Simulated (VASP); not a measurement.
Write the native input for VASP 6.6.1 that does the following.

- Task: relaxation of cell and atoms
- Functional: RPBE
- Potentials or basis: VASP PAW PBE potentials, release 64 (Be, Ru_pv)
- Cutoff: 600 eV
- k mesh: 12 × 12 × 7
- Occupations: methfessel-paxton, width 0.1 eV
- Spin: no spin polarisation
- Further INCAR settings: ALGO = Fast; EDIFF = 1e-06; IBRION = 2; EDIFFG = -0.01; NSW = 40; ISIF = 3

The structure of BeRu lies in POSCAR:

```
BeRu
1.0
    2.4993717800      0.0000000000      0.0000000000
   -1.2496858900      2.1645194500      0.0000000000
    0.0000000000      0.0000000000      3.7955181000
Be Ru
1 1
Direct
    0.0000000000      0.0000000000      0.5000000000
    0.6666666700      0.3333333300      0.0000000000
```

The cell was built by a generator and needn't be a form met in nature.

One way to write it, as run:

INCAR

```
SYSTEM = BeRu
PREC = Accurate
ENCUT = 600
EDIFF = 1E-6
ISMEAR = 1
SIGMA = 0.1
LREAL = .False.
LASPH = .True.
NELM = 80
ALGO = Fast
ISIF = 3
LWAVE = .False.
LCHARG = .False.
GGA = RP
IBRION = 2
NSW = 40
EDIFFG = -0.01
```

KPOINTS

```
Automatic mesh
0
Gamma
  12 12 7
  0 0 0
```

Potentials or basis: VASP PAW PBE potentials, release 64 (Be, Ru_pv).

The run is started by

```bash
$ cat potpaw_PBE.64/Be/POTCAR potpaw_PBE.64/Ru_pv/POTCAR > POTCAR
$ mpirun -np 1 vasp_std > vasp.out
```

It gave:

```yaml
Relaxed_volume: 11.56 Å³/atom
Relaxed_cell: a = 2.718 Å, b = 2.718 Å, c = 3.615 Å, α = 90.00°, β = 90.00°, γ = 120.00°
Space_group_after_relaxing_to_0.05_Å: P-6m2 (No. 187)
Energy_gained_by_relaxing: 254.3 meV/atom
Ionic_steps: 15
Pressure_after_relaxing: 0.0 GPa
Band_gap_on_the_k_mesh: none (metal or under the smearing width)
```

Caveat: the PAW data sets were made with another functional, which shifts forces and pressure a little.

It took 3.1 min on 1 thread of Intel(R) Xeon(R) Platinum 8259CL CPU @ 2.50GHz (Skylake/Cascade Lake) (shared host), peak memory 0.16 GiB.
